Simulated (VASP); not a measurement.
**Band edges against the vacuum: GaN(110)**

Where do the bulk band edges lie against the vacuum outside GaN(110)? The cell is generated by rule, not measured, and may not be a known phase.

Method: PBE; plane waves and PAW (Ga, N), in the first sound run; inputs show where later runs differ, in VASP 6.6.1.

## Step 1: The structure

It takes space group F-43m (No. 216, cubic). The conventional cell has a = 4.520 Å, b = 4.520 Å, c = 4.520 Å, α = 90.00°, β = 90.00°, γ = 90.00°. Nearest to Ga lie 4 N at 1.96 Å. N has 4 Ga at 1.96 Å nearest. Farther neighbours and most contacts between anions are not listed.

As a file:

```cif
data_structure
_symmetry_space_group_name_H-M 'P 1'
_symmetry_Int_Tables_number 1
_cell_length_a 3.1961
_cell_length_b 3.1961
_cell_length_c 3.1961
_cell_angle_alpha 60.000
_cell_angle_beta 60.000
_cell_angle_gamma 60.000
_cell_volume 23.09
loop_
_atom_site_label
_atom_site_type_symbol
_atom_site_fract_x
_atom_site_fract_y
_atom_site_fract_z
_atom_site_occupancy
Ga1 Ga 0.00000 0.00000 0.00000 1
N2 N 0.25000 0.25000 0.25000 1
```

## Step 2: Relaxing the bulk crystal

First cell and atoms are relaxed at a raised cutoff, so that later runs start from this functional's own cell.

The input, INCAR:

```
SYSTEM = GaN
PREC = Accurate
ENCUT = 520
EDIFF = 1E-06
NELM = 120
ISMEAR = 0
SIGMA = 0.03
LREAL = .FALSE.
ALGO = Normal
GGA = PE
NBANDS = 10
LORBIT = 11
LWAVE = .FALSE.
LCHARG = .FALSE.
KPAR = 4
IBRION = 2
NSW = 40
ISIF = 3
EDIFFG = -0.02
POTIM = 0.4
```

The input, POSCAR:

```
GaN
1.0
    0.0000000000      2.2600000000      2.2600000000
    2.2600000000      0.0000000000      2.2600000000
    2.2600000000      2.2600000000      0.0000000000
Ga N
1 1
Direct
    0.0000000000      0.0000000000      0.0000000000
    0.2500000000      0.2500000000      0.2500000000
```

The input, KPOINTS:

```
Automatic mesh
0
Gamma
7 7 7
0 0 0
```

The projector-augmented-wave data sets are Ga and N (PBE family, release 64).

On the command line:

```sh
> mpirun -np 4 vasp_std
```

Output:

```text
[banner, memory and clock lines left out]
running    4 mpi-ranks, on    1 nodes
 distrk:  each k-point on    1 cores,    4 groups
 distr:  one band on    1 cores,    1 groups

 POSCAR found type information on POSCAR GaN
 POSCAR found :  2 types and       2 ions
 LDA part: xc-table for (Slater+PW92), standard interpolation
 POSCAR, INCAR and KPOINTS ok, starting setup
 FFT: planning ... GRIDC
 FFT: planning ... GRID_SOFT
 FFT: planning ... GRID
 WAVECAR not read
 entering main loop
       N       E                     dE             d eps       ncg     rms          rms(c)
DAV:   1     0.159407384319E+02    0.15941E+02   -0.44806E+03   400   0.743E+02
DAV:   2    -0.131700846088E+02   -0.29111E+02   -0.27988E+02   530   0.139E+02
DAV:   3    -0.142018430100E+02   -0.10318E+01   -0.10303E+01   464   0.267E+01
DAV:   4    -0.142046752937E+02   -0.28323E-02   -0.28322E-02   438   0.156E+00
DAV:   5    -0.142046822805E+02   -0.69868E-05   -0.69867E-05   462   0.767E-02    0.925E+00
DAV:   6    -0.121915707869E+02    0.20131E+01   -0.12174E+01   418   0.176E+01    0.365E+00
DAV:   7    -0.121521916866E+02    0.39379E-01   -0.13909E-01   414   0.319E+00    0.217E+00
DAV:   8    -0.121243694895E+02    0.27822E-01   -0.25204E-02   432   0.156E+00    0.296E-01
DAV:   9    -0.121238896757E+02    0.47981E-03   -0.31043E-03   460   0.306E-01    0.136E-01
DAV:  10    -0.121240553621E+02   -0.16569E-03   -0.24337E-04   428   0.115E-01    0.162E-02
DAV:  11    -0.121240590487E+02   -0.36866E-05   -0.31442E-06   464   0.144E-02    0.986E-03
DAV:  12    -0.121240589421E+02    0.10658E-06   -0.13199E-06   376   0.679E-03
   1 F= -.12124059E+02 E0= -.12124059E+02  d E =-.121241E+02
 curvature:   0.00 expect dE= 0.000E+00 dE for cont linesearch  0.000E+00
 trial: gam= 0.00000 g(F)=  0.119E-47 g(S)=  0.100E+00 ort = 0.000E+00 (trialstep = 0.100E+01)
 search vector abs. value=  0.100E+00
 bond charge predicted
       N       E                     dE             d eps       ncg     rms          rms(c)
DAV:   1    -0.122760647079E+02   -0.15201E+00   -0.31550E+00   416   0.129E+01    0.260E+00
DAV:   2    -0.121461519979E+02    0.12991E+00   -0.88179E-01   412   0.493E+00    0.636E-01
DAV:   3    -0.121425717241E+02    0.35803E-02   -0.15808E-02   406   0.106E+00    0.349E-01
DAV:   4    -0.121404124959E+02    0.21592E-02   -0.22366E-03   440   0.274E-01    0.771E-02
DAV:   5    -0.121403167114E+02    0.95785E-04   -0.28685E-04   434   0.986E-02    0.496E-02
DAV:   6    -0.121403181897E+02   -0.14783E-05   -0.11800E-05   446   0.277E-02    0.509E-03
DAV:   7    -0.121403179746E+02    0.21508E-06   -0.15265E-06   242   0.702E-03
   2 F= -.12140318E+02 E0= -.12140318E+02  d E =-.162590E-01
 trial-energy change:   -0.016259  1 .order   -0.019056   -0.100155    0.062042
 step:   0.5925(harm=  0.6175)  dis= 0.00000  next Energy=   -12.153148 (dE=-0.291E-01)
 bond charge predicted
       N       E                     dE             d eps       ncg     rms          rms(c)
DAV:   1    -0.121750838605E+02   -0.34766E-01   -0.53136E-01   418   0.544E+00    0.105E+00
DAV:   2    -0.121537616449E+02    0.21322E-01   -0.13388E-01   416   0.195E+00    0.264E-01
DAV:   3    -0.121532382879E+02    0.52336E-03   -0.24725E-03   412   0.436E-01    0.141E-01
DAV:   4    -0.121529064499E+02    0.33184E-03   -0.34569E-04   442   0.108E-01    0.336E-02
DAV:   5    -0.121528922066E+02    0.14243E-04   -0.44294E-05   452   0.402E-02    0.214E-02
DAV:   6    -0.121528929147E+02   -0.70810E-06   -0.16143E-06   422   0.105E-02
   3 F= -.12152893E+02 E0= -.12152893E+02  d E =-.288340E-01
 curvature:  -0.31 expect dE=-0.139E-06 dE for cont linesearch -0.139E-06
 trial: gam=-0.00212 g(F)=  0.215E-47 g(S)=  0.452E-06 ort = 0.213E-03 (trialstep = 0.919E+00)
 search vector abs. value=  0.102E-09
 reached required accuracy - stopping structural energy minimisation
```

The job ended after 5 s (4 MPI ranks of AMD EPYC 7R43, shared host; peak memory 0.45 GiB).

The logs omit lines about the potential files and the build; timing stands in the text.

OUTCAR, selected parts (step 2):

```text
ion  position               nearest neighbor table
   1  0.000  0.000  0.000-   2 1.96   2 1.96   2 1.96   2 1.96
   2  0.250  0.250  0.250-   1 1.96   1 1.96   1 1.96   1 1.96

  LATTYP: Found a face centered cubic cell.
 ALAT       =     4.5200000000

 Subroutine GETGRP returns: Found 24 space group operations
 (whereof 24 operations were pure point group operations)

The static configuration has the point symmetry T_d .

 Found     20 irreducible k-points:

   k-points           NKPTS =     20   k-points in BZ     NKDIM =     20   number of bands    NBANDS=     10

   dimension x,y,z NGX =    24 NGY =   24 NGZ =   24
   dimension x,y,z NGXF=    48 NGYF=   48 NGZF=   48

   ENCUT  =  520.0 eV  38.22 Ry    6.18 a.u.   5.94  5.94  5.94*2*pi/ulx,y,z

   NELECT =       8.0000    total number of electrons

 k-points in reciprocal lattice and weights: Automatic mesh
   0.00000000  0.00000000  0.00000000       0.003
   0.14285714  0.00000000  0.00000000       0.023
   0.28571429  0.00000000  0.00000000       0.023
   0.42857143  0.00000000  0.00000000       0.023
   0.14285714  0.14285714  0.00000000       0.017
   0.28571429  0.14285714  0.00000000       0.070
   0.42857143  0.14285714  0.00000000       0.070
  -0.42857143  0.14285714  0.00000000       0.070
  -0.28571429  0.14285714  0.00000000       0.070
[...]
-0.42857143  0.42857143  0.14285714       0.070
  -0.28571429  0.42857143  0.14285714       0.070

 average (electrostatic) potential at core
       1 -13.3783       2 -64.7301

 E-fermi :   2.6558

 k-point     1 :       0.0000    0.0000    0.0000
  band No.  band energies     occupation
      1     -12.9193      2.00000
      2       2.5057      2.00000
      3       2.5057      2.00000
      4       2.5057      2.00000
      5       3.9609      0.00000
      6      12.5800      0.00000
      7      12.5800      0.00000
      8      12.5800      0.00000
      9      19.4820      0.00000
    ...

 k-point     2 :       0.1429    0.0000    0.0000
  band No.  band energies     occupation
      1     -12.6292      2.00000
      2       0.6334      2.00000
      3       2.3154      2.00000
      4       2.3154      2.00000
      5       5.3538      0.00000
      6      11.7235      0.00000
      7      12.8523      0.00000
      8      12.8523      0.00000
      9      19.0518      0.00000
    ...

 k-point     3 :       0.2857    0.0000    0.0000
  band No.  band energies     occupation
      1     -11.8437      2.00000
      2      -1.9220      2.00000
      3       1.9316      2.00000
      4       1.9316      2.00000
      5       6.5250      0.00000
      6      10.9664      0.00000
      7      12.9934      0.00000
      8      12.9934      0.00000
      9      17.9012      0.00000
    ...

  Total        0.0027938      0.0027938      0.0027938      0.0000000     -0.0000000     -0.0000000
  in kB        0.1853997      0.1853997      0.1853997      0.0000000     -0.0000000     -0.0000000
  external PRESSURE =       0.1853997 kB  Pullay stress =       0.0000000 kB

  energy-cutoff  :      520.00
  volume of cell :       24.14
      direct lattice vectors                 reciprocal lattice vectors
    -0.000000000  2.293987693  2.293987693    -0.217961065  0.217961065  0.217961065
     2.293987693 -0.000000000  2.293987693     0.217961065 -0.217961065  0.217961065
     2.293987693  2.293987693 -0.000000000     0.217961065  0.217961065 -0.217961065

 POSITION                                       TOTAL-FORCE (eV/Angst)
 -----------------------------------------------------------------------------------
      0.00000      0.00000      0.00000        -0.000000      0.000000      0.000000
      1.14699      1.14699      1.14699         0.000000     -0.000000     -0.000000
 -----------------------------------------------------------------------------------
    total drift:                                0.000000      0.000000      0.000000

  FREE ENERGIE OF THE ION-ELECTRON SYSTEM (eV)
  ---------------------------------------------------
  free  energy   TOTEN  =       -12.1528929147 eV

  energy  without entropy=      -12.1528929147  energy(sigma->0) =      -12.15289291

 reached required accuracy - stopping structural energy minimisation

 total charge
# of ion       s       p       d       tot
------------------------------------------
    1        1.001   1.341   0.351   2.692
    2        1.230   2.472   0.000   3.703
--------------------------------------------------
tot          2.231   3.813   0.351   6.395

[... 3 further parts left out ...]
```

The data set Ga keeps the semicore shell frozen, which is cheaper and a little less accurate. The run keeps the 24 symmetry operations of its start, so it cannot find a distortion of lower symmetry.

The steps of the relaxation:

| step | energy less that of the first step (eV) | largest force (eV/Å) | pressure (GPa) | volume (Å³) |
| --- | --- | --- | --- | --- |
| 1 | 0.0000 | 0.0000 | 9.13 | 23.09 |
| 2 | -0.0163 | 0.0000 | -5.25 | 24.89 |
| 3 | -0.0288 | 0.0000 | 0.02 | 24.14 |

| conventional cell, symmetrised | before | after | change |
| --- | --- | --- | --- |
| a (Å) | 4.520 | 4.588 | +1.5 % |
| b (Å) | 4.520 | 4.588 | +1.5 % |
| c (Å) | 4.520 | 4.588 | +1.5 % |
| volume (Å³/atom) | 11.54 | 12.07 | +4.6 % |

The relaxed structure:

```xyz
2
Lattice="0.0000 2.2940 2.2940 2.2940 0.0000 2.2940 2.2940 2.2940 0.0000" Properties=species:S:1:pos:R:3 pbc="T T T"
Ga    0.0000    0.0000    0.0000
N     1.1470    1.1470    1.1470
```

Numbers from this step:

* electronic cycles: 25
* electrons: 8
* free energy (TOTEN): -12.15 eV
* Fermi energy: 2.656 eV

The run ended after 3 ionic steps, 0.029 eV below its first step, once forces and stress met EDIFFG = -0.02.

## Step 3: Band edges of the bulk

A static bulk run at the slab's cutoff gives the band edges and the core potentials that tie them to the slab.

The input, INCAR:

```
SYSTEM = GaN
PREC = Normal
ENCUT = 440
EDIFF = 1E-06
NELM = 120
ISMEAR = 0
SIGMA = 0.03
LREAL = .FALSE.
ALGO = Normal
GGA = PE
NBANDS = 10
LORBIT = 11
LWAVE = .FALSE.
LCHARG = .FALSE.
KPAR = 4
```

The input, POSCAR:

```
GaN
1.0
    0.0000000000      2.2939876932      2.2939876932
    2.2939876932      0.0000000000      2.2939876932
    2.2939876932      2.2939876932      0.0000000000
Ga N
1 1
Direct
    0.0000000000      0.0000000000      0.0000000000
    0.2500000000      0.2500000000      0.2500000000
```

The input, KPOINTS:

```
Automatic mesh
0
Gamma
16 16 16
0 0 0
```

On the command line:

```sh
> mpirun -np 4 vasp_std
```

Output:

```text
[... set-up lines as in an earlier step ...]
 entering main loop
       N       E                     dE             d eps       ncg     rms          rms(c)
DAV:   1     0.135630379529E+02    0.13563E+02   -0.40977E+03  2900   0.654E+02
DAV:   2    -0.133580773553E+02   -0.26921E+02   -0.26057E+02  3650   0.127E+02
DAV:   3    -0.141447662378E+02   -0.78669E+00   -0.78582E+00  3376   0.227E+01
DAV:   4    -0.141469672564E+02   -0.22010E-02   -0.22009E-02  3258   0.138E+00
DAV:   5    -0.141469733463E+02   -0.60899E-05   -0.60899E-05  3352   0.680E-02    0.886E+00
DAV:   6    -0.122204715802E+02    0.19265E+01   -0.12438E+01  3030   0.169E+01    0.354E+00
DAV:   7    -0.121841232505E+02    0.36348E-01   -0.15249E-01  3100   0.318E+00    0.211E+00
DAV:   8    -0.121591969086E+02    0.24926E-01   -0.28794E-02  3156   0.164E+00    0.328E-01
DAV:   9    -0.121585965743E+02    0.60033E-03   -0.37250E-03  3358   0.318E-01    0.144E-01
DAV:  10    -0.121587830047E+02   -0.18643E-03   -0.27171E-04  3098   0.120E-01    0.167E-02
DAV:  11    -0.121587870074E+02   -0.40028E-05   -0.34131E-06  3384   0.138E-02    0.124E-02
DAV:  12    -0.121587869657E+02    0.41706E-07   -0.21250E-06  3158   0.822E-03
   1 F= -.12158787E+02 E0= -.12158787E+02  d E =-.137812E-16
```

Elapsed: 5 s, on 4 MPI ranks; peak memory 0.45 GiB; 17 s of CPU time.

OUTCAR, selected parts (step 3):

```text
  LATTYP: Found a face centered cubic cell.
 ALAT       =     4.5879753864

The static configuration has the point symmetry T_d .

 Found    145 irreducible k-points:

   k-points           NKPTS =    145   k-points in BZ     NKDIM =    145   number of bands    NBANDS=     10

   dimension x,y,z NGX =    18 NGY =   18 NGZ =   18
   dimension x,y,z NGXF=    36 NGYF=   36 NGZF=   36

   ENCUT  =  440.0 eV  32.34 Ry    5.69 a.u.   5.55  5.55  5.55*2*pi/ulx,y,z

   NELECT =       8.0000    total number of electrons

 E-fermi :   2.6599

 k-point     1 :       0.0000    0.0000    0.0000
  band No.  band energies     occupation
      1     -12.9222      2.00000
      2       2.5024      2.00000
      3       2.5025      2.00000
      4       2.5025      2.00000
      5       3.9591      0.00000
      6      12.5802      0.00000
      7      12.5802      0.00000
      8      12.5802      0.00000
      9      19.4810      0.00000
    ...

 k-point     2 :       0.0625    0.0000    0.0000
  band No.  band energies     occupation
      1     -12.8658      2.00000
      2       1.9511      2.00000
      3       2.4629      2.00000
      4       2.4629      2.00000
      5       4.4186      0.00000
      6      12.3605      0.00000
      7      12.6444      0.00000
      8      12.6444      0.00000
      9      19.7154      0.00000
    ...

  Total       -0.1305326     -0.1305326     -0.1305326      0.0000000     -0.0000000     -0.0000000
  in kB       -8.6621648     -8.6621648     -8.6621648      0.0000000     -0.0000000     -0.0000000
  external PRESSURE =      -8.6621648 kB  Pullay stress =       0.0000000 kB

  energy-cutoff  :      440.00
  volume of cell :       24.14
      direct lattice vectors                 reciprocal lattice vectors
     0.000000000  2.293987693  2.293987693    -0.217961065  0.217961065  0.217961065
     2.293987693  0.000000000  2.293987693     0.217961065 -0.217961065  0.217961065
     2.293987693  2.293987693  0.000000000     0.217961065  0.217961065 -0.217961065

 POSITION                                       TOTAL-FORCE (eV/Angst)
 -----------------------------------------------------------------------------------
      0.00000      0.00000      0.00000        -0.000000     -0.000000     -0.000000
      1.14699      1.14699      1.14699         0.000000      0.000000      0.000000
 -----------------------------------------------------------------------------------
    total drift:                                0.000001      0.000001      0.000001

  FREE ENERGIE OF THE ION-ELECTRON SYSTEM (eV)
  ---------------------------------------------------
  free  energy   TOTEN  =       -12.1587869657 eV

  energy  without entropy=      -12.1587869657  energy(sigma->0) =      -12.15878697

 total charge
# of ion       s       p       d       tot
------------------------------------------
    1        1.002   1.341   0.350   2.693
    2        1.237   2.454   0.000   3.691
--------------------------------------------------
tot          2.239   3.795   0.350   6.384

[... 1 part as in an earlier step ...]

[... 7 further parts left out ...]
```

The gap is read on the k-mesh alone, so it is an upper bound where the band edges lie off the mesh.

Numbers from this step:

```
electronic cycles              : 12
free energy (TOTEN)            : -12.16 eV
Fermi energy                   : 2.660 eV
metallic                       : no
gap on the k-mesh              : 1.457 eV
least direct gap on the k-mesh : 1.457 eV
```

(Part 1 of 3 ends here.)

[Lines on the potential files, build, host, timing and source positions are cut from VASP's logs without a mark.]

[Logs are printed without paths, hosts, clocks, repeated set-up lines and the standing remarks that a program may print on its own settings, such as how far it seeks lower states.]

[Hosts, paths, dates, database ids (printed as entryN), source tags and the programs' standing remarks are cut or masked in the printed files.]

[Runs that stopped without an error message from VASP are left out.]
